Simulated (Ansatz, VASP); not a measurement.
# W2N in two plane-wave programs

Wanted: the spread between two codes on one cell, functional and k mesh. The cell is taken from a series of runs on this material, whose earlier steps may have relaxed, scaled, displaced or heated it; both programs get it as it stands.

Calculated with Ansatz 0.2.0; plane waves, with VASP 6.6.1 beside it; PBE.

## 1. Starting point

The cell holds 3 atoms: 1 N and 2 W. Cell: a = 2.919 Å, b = 2.815 Å, c = 29.624 Å, α = 90.0°, β = 90.0°, γ = 121.2°. Vacuum lies along c.

As a file:

```
N W
1.0
     2.91866    0.00000    0.00000
    -1.45933    2.40727    0.00000
     0.00000    0.00000   29.62371
N W
1 2
Direct
  0.00000 0.00000 0.33757
  0.34091 0.68182 0.38465
  0.65909 0.31818 0.29048
```

## 2. VASP: zone-centre phonons, PBE

Second derivatives magnify differences that forces hide, and they need a tight electronic threshold.

Lines of VASP's logs that name or quote its potential files are left out, and so is its time.

Contents of INCAR:

```
SYSTEM = W2N
PREC = Accurate
ENCUT = 600
EDIFF = 1E-08
NELM = 120
ISMEAR = 1
SIGMA = 0.2
LREAL = .FALSE.
ALGO = Normal
GGA = PE
NBANDS = 14
LASPH = .TRUE.
LORBIT = 11
LWAVE = .FALSE.
LCHARG = .FALSE.
ISIF = 2
IBRION = 8
GGA_COMPAT = .FALSE.
NELMDL = -8
KPAR = 2
```

Contents of POSCAR:

```
W2N
1.0
    2.9186573053      0.0000000000      0.0000000000
   -1.4593286527      2.4072679729      0.0000000000
    0.0000000000      0.0000000000     29.6237063742
N W
1 2
Direct
    0.0000000000      0.0000000000      0.3375674831
    0.3409123853      0.6818247706      0.3846522305
    0.6590876147      0.3181752294      0.2904827357
```

Contents of KPOINTS:

```
Automatic mesh
0
Gamma
18 18 1
0 0 0
```

Potentials, in the order of the species: N and W (PBE family, release 64).

Run with:

```bash
> mpirun -np 2 vasp_std
```

Numbers of over 12 decimals in the logs are rounded to 6 here.

The log of the run:

```text
[banner, memory and clock lines left out]
running    2 mpi-ranks, on    1 nodes
 distrk:  each k-point on    1 cores,    2 groups
 distr:  one band on    1 cores,    1 groups

 POSCAR found type information on POSCAR N W
 POSCAR found :  2 types and       3 ions
 LDA part: xc-table for (Slater+PW92), standard interpolation
 POSCAR, INCAR and KPOINTS ok, starting setup
 FFT: planning ... GRIDC
 FFT: planning ... GRID_SOFT
 FFT: planning ... GRID
 WAVECAR not read
 entering main loop
       N       E                     dE             d eps       ncg     rms          rms(c)
DAV:   1     0.125092159909E+03    0.12509E+03   -0.58584E+03  2548   0.950E+02
DAV:   2    -0.169382391346E+02   -0.14203E+03   -0.13439E+03  4456   0.194E+02
DAV:   3    -0.344225733531E+02   -0.17484E+02   -0.17006E+02  3600   0.830E+01
DAV:   4    -0.350937633487E+02   -0.67119E+00   -0.64688E+00  3652   0.182E+01
DAV:   5    -0.351171481919E+02   -0.23385E-01   -0.23250E-01  3686   0.274E+00
DAV:   6    -0.351179939281E+02   -0.84574E-03   -0.84539E-03  3940   0.430E-01
DAV:   7    -0.351180044875E+02   -0.10559E-04   -0.10559E-04  3732   0.422E-02
DAV:   8    -0.351180048252E+02   -0.33770E-06   -0.33787E-06  3894   0.512E-03    0.320E+01
DAV:   9    -0.318527361762E+02    0.32653E+01   -0.15818E+01  3726   0.283E+01    0.123E+01
DAV:  10    -0.314849694752E+02    0.36777E+00   -0.25759E+00  3410   0.128E+01    0.725E+00
DAV:  11    -0.313887335828E+02    0.96236E-01   -0.50439E-01  3578   0.577E+00    0.103E+00
DAV:  12    -0.313791774811E+02    0.95561E-02   -0.46127E-02  3220   0.163E+00    0.621E-01
DAV:  13    -0.313785341260E+02    0.64336E-03   -0.42919E-03  3548   0.465E-01    0.750E-02
DAV:  14    -0.313784184112E+02    0.11571E-03   -0.31196E-04  3234   0.142E-01    0.314E-02
[...]
DAV:  22    -0.313785059452E+02   -0.53792E-05   -0.24393E-07  2906   0.114E-03    0.240E-04
DAV:  23    -0.313785087685E+02   -0.28234E-05   -0.66323E-08  2646   0.648E-04    0.117E-04
DAV:  24    -0.313785100883E+02   -0.13197E-05   -0.33249E-08  2538   0.494E-04    0.160E-04
DAV:  25    -0.313785106116E+02   -0.52337E-06   -0.95279E-09  2246   0.340E-04    0.961E-05
DAV:  26    -0.313785107853E+02   -0.17372E-06   -0.20735E-09  2016   0.180E-04    0.662E-05
DAV:  27    -0.313785108489E+02   -0.63592E-07   -0.88092E-10  1700   0.105E-04    0.419E-05
DAV:  28    -0.313785108700E+02   -0.21077E-07   -0.33911E-10  1580   0.726E-05    0.168E-05
DAV:  29    -0.313785108766E+02   -0.65500E-08   -0.58627E-11  1430   0.386E-05
   1 F= -.31378511E+02 E0= -.31378320E+02  d E =-.574009E-03
 Linear response reoptimize wavefunctions to high precision
DAV:   1    -0.313785108803E+02   -0.37317E-08   -0.23148E-11  2066   0.250E-05
DAV:   2    -0.313785108803E+02    0.15461E-10    0.21051E-11  1436   0.785E-06
 Linear response DOF=           6
 Linear response progress:
  Degree of freedom:   1/  6
       N       E                     dE             d eps       ncg     rms          rms(c)
RMM:   1    -0.223959668964E+00   -0.22396E+00    0.23067E-01  5881   0.322E+00
RMM:   2    -0.226544623663E+00   -0.25850E-02   -0.96896E-03  4148   0.708E-01    0.267E-01
RMM:   3    -0.227680194181E+00   -0.11356E-02   -0.14247E-03  4291   0.213E-01    0.147E-01
RMM:   4    -0.229328661833E+00   -0.16485E-02   -0.63123E-04  3904   0.159E-01    0.265E-02
RMM:   5    -0.229235576831E+00    0.93085E-04   -0.46720E-05  4622   0.431E-02    0.469E-03
RMM:   6    -0.229192877690E+00    0.42699E-04   -0.29019E-06  4647   0.891E-03    0.107E-03
RMM:   7    -0.229179714120E+00    0.13164E-04   -0.17844E-07  4705   0.188E-03    0.509E-04
RMM:   8    -0.229179361555E+00    0.35257E-06   -0.78382E-08  4818   0.576E-04    0.117E-04
RMM:   9    -0.229179760386E+00   -0.39883E-06   -0.96051E-08  4927   0.199E-04    0.521E-05
RMM:  10    -0.229179661883E+00    0.98503E-07    0.19711E-09  4839   0.783E-05    0.144E-05
RMM:  11    -0.229179614025E+00    0.47858E-07   -0.15169E-08  4705   0.501E-05    0.618E-06
RMM:  12    -0.229179685416E+00   -0.71390E-07   -0.38254E-08  4934   0.328E-05    0.134E-06
RMM:  13    -0.229179692164E+00   -0.67479E-08   -0.32364E-09  4921   0.245E-05    0.789E-07
 first order change of Fermi-energy   0.90679E-02
 force on displaced ion       1 direction 1 :  -3.609   0.000   0.000
 Linear response progress:
  Degree of freedom:   2/  6
       N       E                     dE             d eps       ncg     rms          rms(c)
RMM:   1    -0.224873272465E+00   -0.22487E+00    0.20133E-01  5792   0.319E+00
RMM:   2    -0.226082703507E+00   -0.12094E-02   -0.10289E-02  4121   0.695E-01    0.260E-01
RMM:   3    -0.227298032244E+00   -0.12153E-02   -0.15318E-03  4283   0.215E-01    0.142E-01
RMM:   4    -0.229110501214E+00   -0.18125E-02   -0.65703E-04  4023   0.161E-01    0.688E-02
RMM:   5    -0.229001108425E+00    0.10939E-03   -0.12645E-04  4249   0.643E-02    0.269E-02
RMM:   6    -0.228927288292E+00    0.73820E-04   -0.13127E-05  4117   0.234E-02    0.311E-03
RMM:   7    -0.228876866838E+00    0.50421E-04   -0.18558E-06  4709   0.637E-03    0.960E-04
RMM:   8    -0.228874716096E+00    0.21507E-05   -0.10342E-07  4566   0.150E-03    0.361E-04
RMM:   9    -0.228873830252E+00    0.88584E-06    0.43174E-07  4880   0.495E-04    0.122E-04
RMM:  10    -0.228874174153E+00   -0.34390E-06    0.10790E-07  4839   0.199E-04    0.449E-05
[...]
RMM:   3    -0.271742712179E+00   -0.89275E-03   -0.17863E-03  4293   0.253E-01    0.408E-01
RMM:   4    -0.281241238287E+00   -0.94985E-02   -0.64368E-03  5148   0.330E-01    0.403E-01
RMM:   5    -0.273334650497E+00    0.79066E-02   -0.44274E-03  4928   0.293E-01    0.287E-02
RMM:   6    -0.273040889047E+00    0.29376E-03   -0.14202E-04  4290   0.643E-02    0.788E-03
RMM:   7    -0.273010414593E+00    0.30474E-04   -0.18990E-05  4747   0.147E-02    0.283E-03
RMM:   8    -0.272986270863E+00    0.24144E-04   -0.23810E-06  4644   0.354E-03    0.132E-03
RMM:   9    -0.272984770485E+00    0.15004E-05   -0.20901E-06  4955   0.110E-03    0.248E-04
RMM:  10    -0.272985095487E+00   -0.32500E-06   -0.61364E-07  4702   0.419E-04    0.101E-04
RMM:  11    -0.272985187242E+00   -0.91755E-07   -0.30560E-07  4724   0.223E-04    0.682E-05
RMM:  12    -0.272985244061E+00   -0.56819E-07   -0.41678E-07  4532   0.267E-04    0.506E-05
RMM:  13    -0.272985234062E+00    0.99990E-08    0.24150E-07  4699   0.194E-04    0.222E-05
RMM:  14    -0.272985143064E+00    0.90998E-07   -0.16416E-07  4665   0.122E-04    0.107E-05
RMM:  15    -0.272985125854E+00    0.17210E-07    0.88814E-08  4767   0.986E-05    0.713E-06
RMM:  16    -0.272985159112E+00   -0.33259E-07   -0.88403E-10  4687   0.875E-05    0.733E-06
RMM:  17    -0.272985152141E+00    0.69714E-08    0.21063E-08  4644   0.514E-05    0.303E-06
 first order change of Fermi-energy  -0.37983E-02
 force on displaced ion       1 direction 3 :   0.000  -0.627 -18.773
 Linear response progress:
  Degree of freedom:   4/  6
       N       E                     dE             d eps       ncg     rms          rms(c)
RMM:   1    -0.110016562014E+00   -0.11002E+00   -0.98633E-02  7787   0.200E+00
RMM:   2    -0.107469045872E+00    0.25475E-02   -0.46494E-03  7070   0.436E-01    0.201E-01
RMM:   3    -0.106542993662E+00    0.92605E-03   -0.67447E-04  7656   0.131E-01    0.119E-01
RMM:   4    -0.106003569379E+00    0.53942E-03   -0.58062E-04  7439   0.145E-01    0.227E-02
RMM:   5    -0.106025893347E+00   -0.22324E-04   -0.55851E-05  8392   0.315E-02    0.238E-02
RMM:   6    -0.106017545931E+00    0.83474E-05   -0.12318E-05  7779   0.171E-02    0.252E-03
RMM:   7    -0.106020500875E+00   -0.29549E-05   -0.13735E-06  8595   0.440E-03    0.822E-04
RMM:   8    -0.106019612029E+00    0.88885E-06    0.11426E-07  8765   0.114E-03    0.364E-04
RMM:   9    -0.106019201682E+00    0.41035E-06    0.41226E-08  8588   0.461E-04    0.832E-05
RMM:  10    -0.106018942040E+00    0.25964E-06   -0.47347E-08  8940   0.187E-04    0.362E-05
RMM:  11    -0.106018956678E+00   -0.14638E-07   -0.56707E-08  8745   0.829E-05    0.812E-06
RMM:  12    -0.106018968824E+00   -0.12146E-07   -0.17412E-08  9226   0.420E-05    0.346E-06
RMM:  13    -0.106018979368E+00   -0.10543E-07   -0.44719E-09  8731   0.308E-05    0.746E-07
RMM:  14    -0.106018980870E+00   -0.15017E-08   -0.11023E-08  8062   0.251E-05    0.410E-07
 first order change of Fermi-energy  -0.47156E-02
 force on displaced ion       2 direction 1 :  -2.746   0.005   0.007
 Linear response progress:
  Degree of freedom:   5/  6
       N       E                     dE             d eps       ncg     rms          rms(c)
RMM:   1    -0.110583331247E+00   -0.11058E+00   -0.10086E-01  4286   0.202E+00
RMM:   2    -0.107791941681E+00    0.27914E-02   -0.45742E-03  3913   0.435E-01    0.203E-01
RMM:   3    -0.106728216298E+00    0.10637E-02   -0.70055E-04  4175   0.138E-01    0.120E-01
RMM:   4    -0.106246967456E+00    0.48125E-03   -0.69518E-04  4206   0.156E-01    0.550E-02
RMM:   5    -0.106135443039E+00    0.11152E-03   -0.93011E-05  4373   0.451E-02    0.178E-02
RMM:   6    -0.106139924484E+00   -0.44814E-05   -0.92520E-06  4520   0.146E-02    0.432E-03
RMM:   7    -0.106141884229E+00   -0.19597E-05   -0.12487E-06  4742   0.536E-03    0.932E-04
RMM:   8    -0.106141833649E+00    0.50580E-07   -0.88676E-08  4762   0.141E-03    0.472E-04
RMM:   9    -0.106141158117E+00    0.67553E-06   -0.13901E-07  4744   0.546E-04    0.112E-04
RMM:  10    -0.106140925858E+00    0.23226E-06    0.16018E-07  4913   0.194E-04    0.443E-05
RMM:  11    -0.106140865124E+00    0.60734E-07   -0.57175E-08  4722   0.110E-04    0.247E-05
RMM:  12    -0.106140890158E+00   -0.25034E-07   -0.85113E-08  4588   0.108E-04    0.128E-05
RMM:  13    -0.106140910045E+00   -0.19887E-07   -0.26285E-08  4737   0.771E-05    0.749E-06
RMM:  14    -0.106140908359E+00    0.16864E-08   -0.27647E-08  4650   0.594E-05    0.348E-06
 first order change of Fermi-energy  -0.92252E-01
 force on displaced ion       2 direction 2 :   0.000  -2.955  -0.442
 Linear response progress:
  Degree of freedom:   6/  6
       N       E                     dE             d eps       ncg     rms          rms(c)
RMM:   1    -0.159348421744E+00   -0.15935E+00   -0.95155E-02  4378   0.198E+00
RMM:   2    -0.156170145542E+00    0.31783E-02   -0.54781E-03  3948   0.486E-01    0.516E-01
RMM:   3    -0.156146078282E+00    0.24067E-04   -0.54683E-04  4503   0.121E-01    0.307E-01
RMM:   4    -0.157544148483E+00   -0.13981E-02   -0.13751E-03  4917   0.177E-01    0.181E-01
RMM:   5    -0.156245464971E+00    0.12987E-02   -0.72782E-04  4719   0.124E-01    0.269E-02
RMM:   6    -0.156231942791E+00    0.13522E-04   -0.28270E-05  4469   0.291E-02    0.821E-03
RMM:   7    -0.156203875468E+00    0.28067E-04   -0.39797E-06  4581   0.123E-02    0.186E-03
RMM:   8    -0.156201114808E+00    0.27607E-05   -0.53454E-07  4766   0.315E-03    0.739E-04
RMM:   9    -0.156199148602E+00    0.19662E-05    0.12012E-06  4681   0.944E-04    0.254E-04
RMM:  10    -0.156197681916E+00    0.14667E-05    0.58336E-08  4843   0.380E-04    0.676E-05
RMM:  11    -0.156197152115E+00    0.52980E-06   -0.27388E-07  4672   0.200E-04    0.294E-05
RMM:  12    -0.156197118860E+00    0.33255E-07   -0.16947E-08  4840   0.964E-05    0.179E-05
RMM:  13    -0.156197060474E+00    0.58387E-07   -0.13670E-08  4600   0.970E-05    0.162E-05
RMM:  14    -0.156197019504E+00    0.40970E-07    0.55636E-08  4715   0.799E-05    0.453E-06
RMM:  15    -0.156196998439E+00    0.21065E-07    0.22273E-09  4693   0.438E-05    0.359E-06
RMM:  16    -0.156197014792E+00   -0.16353E-07   -0.13878E-08  4597   0.373E-05    0.147E-06
RMM:  17    -0.156197026497E+00   -0.11704E-07    0.71926E-09  4499   0.284E-05    0.929E-07
RMM:  18    -0.156197028791E+00   -0.22938E-08    0.74876E-09  4259   0.226E-05    0.329E-07
 first order change of Fermi-energy  -0.52963E+00
 force on displaced ion       2 direction 3 :   0.000  -0.420 -11.341
 Linear response finished
```

From OUTCAR (step 2):

```text
ion  position               nearest neighbor table
   1  0.000  0.000  0.338-   2 2.15   3 2.15   3 2.16   2 2.16   2 2.16   3 2.16
   2  0.341  0.682  0.385-   1 2.15   1 2.16   1 2.16   3 3.18   3 3.27   3 3.27
   3  0.659  0.318  0.290-   1 2.15   1 2.16   1 2.16   2 3.18   2 3.27   2 3.27

  LATTYP: Found a base centered orthorhombic cell.
 ALAT       =     2.9186573053
 B/A-ratio  =     1.6495721978
 C/A-ratio  =    10.1497720614

 Subroutine GETGRP returns: Found  4 space group operations
 (whereof  2 operations were pure point group operations)

The static configuration has the point symmetry C_1h.
 The point group associated with its full space group is C_2h.

 Found     91 irreducible k-points:

   k-points           NKPTS =     91   k-points in BZ     NKDIM =     91   number of bands    NBANDS=     14

   dimension x,y,z NGX =    24 NGY =   24 NGZ =  240
   dimension x,y,z NGXF=    48 NGYF=   48 NGZF=  480

   ENCUT  =  600.0 eV  44.10 Ry    6.64 a.u.   5.83  5.62 59.17*2*pi/ulx,y,z

   NELECT =      17.0000    total number of electrons

 k-points in reciprocal lattice and weights: Automatic mesh
   0.00000000  0.00000000  0.00000000       0.003
   0.05555556  0.00000000  0.00000000       0.012
   0.11111111  0.00000000  0.00000000       0.012
   0.16666667  0.00000000  0.00000000       0.012
   0.22222222  0.00000000  0.00000000       0.012
   0.27777778  0.00000000  0.00000000       0.012
   0.33333333  0.00000000  0.00000000       0.012
   0.38888889  0.00000000  0.00000000       0.012
   0.44444444  0.00000000  0.00000000       0.012
[...]
0.11111111  0.44444444  0.00000000       0.006
   0.00000000  0.50000000  0.00000000       0.003

 average (electrostatic) potential at core
       1 -73.5866       2 -49.1838       3 -49.1838

  Total       -4.1970140     -2.2082228     -0.1421644      0.0000000      0.0015387     -0.0000000
  in kB      -32.3075526    -16.9983413     -1.0943454      0.0000000      0.0118448     -0.0000000
  external PRESSURE =     -16.8000798 kB  Pullay stress =       0.0000000 kB

  energy-cutoff  :      600.00
  volume of cell :      208.14
      direct lattice vectors                 reciprocal lattice vectors
     2.918657305  0.000000000  0.000000000     0.342623301  0.207704338  0.000000000
    -1.459328653  2.407267973  0.000000000     0.000000000  0.415408675  0.000000000
     0.000000000  0.000000000 29.623706374     0.000000000  0.000000000  0.033756748

 POSITION                                       TOTAL-FORCE (eV/Angst)
 -----------------------------------------------------------------------------------
      0.00000      0.00000     10.00000         0.000000      0.000000      0.000000
     -0.00000      1.64133     11.39482        -0.000000      0.000591     -0.038432
      1.45933      0.76593      8.60518         0.000000     -0.000591      0.038432
 -----------------------------------------------------------------------------------
    total drift:                               -0.000000      0.000000     -0.000003

 Eigenvectors and eigenvalues of the dynamical matrix
 ----------------------------------------------------

   1 f  =   18.454773 THz   115.954757 2PiTHz  615.584960 cm-1    76.322773 meV
             X         Y         Z           dx          dy          dz
      0.000000  0.000000 10.000000    -0.000000    0.037905    0.980810
     -0.000000  1.641335 11.394825     0.000000   -0.005196   -0.135133
      1.459329  0.765933  8.605175     0.000000   -0.005196   -0.135133

   2 f  =    8.088119 THz    50.819151 2PiTHz  269.790612 cm-1    33.449758 meV
             X         Y         Z           dx          dy          dz
      0.000000  0.000000 10.000000    -0.981398    0.000000   -0.000000
     -0.000000  1.641335 11.394825     0.135755   -0.000000    0.000000
      1.459329  0.765933  8.605175     0.135755   -0.000000    0.000000

   3 f  =    6.832925 THz    42.932533 2PiTHz  227.921840 cm-1    28.258694 meV
             X         Y         Z           dx          dy          dz
      0.000000  0.000000 10.000000     0.000000    0.980786   -0.037543
     -0.000000  1.641335 11.394825    -0.000000   -0.135211    0.006508
      1.459329  0.765933  8.605175    -0.000000   -0.135211    0.006508

   4 f  =    4.213959 THz    26.477085 2PiTHz  140.562539 cm-1    17.427526 meV
             X         Y         Z           dx          dy          dz
      0.000000  0.000000 10.000000     0.000000    0.000000    0.000000
     -0.000000  1.641335 11.394825    -0.000000    0.045505    0.705641
      1.459329  0.765933  8.605175     0.000000   -0.045505   -0.705641

   5 f  =    2.466261 THz    15.495973 2PiTHz   82.265603 cm-1    10.199630 meV
             X         Y         Z           dx          dy          dz
      0.000000  0.000000 10.000000     0.000000    0.000000    0.000000
     -0.000000  1.641335 11.394825     0.000000   -0.705641    0.045505
      1.459329  0.765933  8.605175    -0.000000    0.705641   -0.045505

   6 f  =    2.211368 THz    13.894434 2PiTHz   73.763290 cm-1     9.145478 meV
             X         Y         Z           dx          dy          dz
      0.000000  0.000000 10.000000    -0.000000   -0.000000   -0.000000
     -0.000000  1.641335 11.394825     0.707107    0.000000   -0.000000
      1.459329  0.765933  8.605175    -0.707107   -0.000000    0.000000

   7 f/i=    0.000384 THz     0.002413 2PiTHz    0.012808 cm-1     0.001588 meV
             X         Y         Z           dx          dy          dz
      0.000000  0.000000 10.000000    -0.000000   -0.190579    0.019195
     -0.000000  1.641335 11.394825    -0.000000   -0.690527    0.069483
      1.459329  0.765933  8.605175    -0.000000   -0.690527    0.069483

   8 f/i=    0.003833 THz     0.024085 2PiTHz    0.127864 cm-1     0.015853 meV
             X         Y         Z           dx          dy          dz
      0.000000  0.000000 10.000000     0.191987   -0.000000    0.000000
     -0.000000  1.641335 11.394825     0.693953   -0.000000    0.000000
      1.459329  0.765933  8.605175     0.693953   -0.000000    0.000000

   9 f/i=    0.013659 THz     0.085823 2PiTHz    0.455621 cm-1     0.056490 meV
             X         Y         Z           dx          dy          dz
      0.000000  0.000000 10.000000    -0.000000    0.017351    0.190354
     -0.000000  1.641335 11.394825    -0.000000    0.069738    0.690557
      1.459329  0.765933  8.605175    -0.000000    0.069738    0.690557

 ELASTIC MODULI CONTR FROM IONIC RELAXATION (kBar)
 Direction    XX          YY          ZZ          XY          YZ          ZX
 --------------------------------------------------------------------------------
 XX        -418.0248   -278.8408   -368.8411      0.0000     32.6505     -0.0000
 YY        -278.8408   -385.8109   -369.7086      0.0000    -50.9844      0.0000
 ZZ        -368.8411   -369.7086   -401.9943      0.0000    -16.2288      0.0000
 XY           0.0000      0.0000      0.0000    -43.3397      0.0000     58.2146
 YZ          32.6505    -50.9844    -16.2288      0.0000    -29.0479      0.0000
 ZX          -0.0000      0.0000      0.0000     58.2146      0.0000    -78.1948
 --------------------------------------------------------------------------------
```

This run has no spin polarisation, so a moment on W, if there is one, isn't seen. Its electron count is odd, so without a moment it is a metal by construction.

[end of part 1 of 2]

[Lines on the potential files, build, host, timing and source positions are cut from VASP's logs without a mark.]

[Logs are printed without paths, hosts, clocks, repeated set-up lines and the standing remarks that a program may print on its own settings, such as how far it seeks lower states.]

[Hosts, paths, dates, database ids (printed as entryN), source tags and the programs' standing remarks are cut or masked in the printed files.]
